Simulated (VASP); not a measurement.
An input for Ansatz (written as the equivalent of a VASP run, and not itself run):

Ansatz 0.2 input:
```yaml
crystal:
  lattice:
    - [1.9266600, -3.3370730, 0.0000000]
    - [1.9266600, 3.3370730, 0.0000000]
    - [0.0000000, 0.0000000, 5.9951400]
  atoms:
    - { symbol: La, position: [0.3333330, 0.6666670, 0.2470000] }
    - { symbol: La, position: [0.6666670, 0.3333330, 0.7530000] }
    - { symbol: O, position: [0.0000000, 0.0000000, 0.0000000] }
    - { symbol: O, position: [0.3333330, 0.6666670, 0.6470000] }
    - { symbol: O, position: [0.6666670, 0.3333330, 0.3530000] }
kpoints:
  mp_grid: { grid: [7, 7, 4] }
hamiltonian:
  xc: lda
  pseudopotentials: { kind: paw }
scf:
  occupations: { method: fermi_dirac, width: 0.02 }
  max_iter: 100
output: { forces: true, stress: true, eigenvalues: true }
```

**Question.** Write the VASP files for the same calculation (LDA).

**Answer.** One answer among several that fit: 
POSCAR:
```
La2O3
1
    1.9266600000    -3.3370730000     0.0000000000
    1.9266600000     3.3370730000     0.0000000000
    0.0000000000     0.0000000000     5.9951400000
La O
2 3
Direct
  0.3333330000   0.6666670000   0.2470000000
  0.6666670000   0.3333330000   0.7530000000
  0.0000000000   0.0000000000   0.0000000000
  0.3333330000   0.6666670000   0.6470000000
  0.6666670000   0.3333330000   0.3530000000
```

### KPOINTS
```
Automatic mesh
0
Gamma
7 7 4
0 0 0
```

INCAR:
```
# general
SYSTEM  = La2O3
PREC    = Accurate
ENCUT   = 400   # plane-wave cut-off (eV)
LREAL   = F   # projection in real space or not
LASPH   = T   # aspherical one-centre terms

# electronic loop
EDIFF   = 1E-6
NELM    = 100
ALGO    = Normal   # blocked Davidson
LMAXMIX = 6   # l cut-off of mixed one-centre charges

# smearing
ISMEAR  = -1
SIGMA   = 0.02   # width (eV)

# ions
ISIF    = 2   # forces and stress, cell fixed

# output
LWAVE   = F
LCHARG  = F
```

POTCAR, in this order: La O (LDA.64 set). Program: vasp_std.

Limits of the translation: each code has its own PAW files, so the cut-off isn't converted (ENCUT is set for VASP's; basis.ecutwfc is left out, and Ansatz then takes the one that its files recommend); Ansatz stops its SCF on the density residual and VASP on the energy change (EDIFF); Ansatz's lda is the Perdew-Wang form, while the LDA potentials of VASP carry Perdew-Zunger's.

The structure is a typed La2O3 crystal (P-3m1). The cell was not relaxed at this level. The run is one of a series of settings (GGA removed, POTCAR La O (LDA.64 set) against the base run), some of them coarse on purpose.
